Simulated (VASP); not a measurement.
Given:

```
CELL_PARAMETERS angstrom
      2.05989    -3.56783     0.00000
      2.05989     3.56783     0.00000
      0.00000     0.00000     7.54438
ATOMIC_POSITIONS crystal
  Mg 0.00000 0.00000 0.00000
  I  0.33333 0.66667 0.21726
  I  0.66667 0.33333 0.78274
```

Computed with PW91 GGA, VASP's PBE PAW potentials (set 64) (plane waves; VASP 6.6.1). Run with 520 eV cut-off, 6×6×3 Γ-centred mesh, Gaussian smearing of 0.050 eV, potentials Mg I.

Without a dispersion term in the relaxation, distances and binding between the weakly bound layers, chains or molecules are unreliable, and so is what depends on them.

Problem. The ions and cell shape at fixed volume are relaxed. Give the cell that the relaxation ends in.

Solution. 
```
CELL_PARAMETERS angstrom
      2.09288    -3.62497     0.00000
      2.09288     3.62497     0.00000
      0.00000     0.00000     7.30841
ATOMIC_POSITIONS crystal
  Mg 0.00000 0.00000 0.00000
  I  0.33333 0.66667 0.22874
  I  0.66667 0.33333 0.77126
```
Space group P-3m1 (164), at a tolerance of 0.03 Å.

Problem. How much energy does the relaxation gain?

Solution. The energy (σ→0) changes by -9.6 meV/atom, in 6 ionic steps.

The compound is MgI2 in the 1T layered structure. This cell is one point of a volume scan, at 0.94 of the reference volume. Symmetry was kept, so distortions that lower it aren't found.
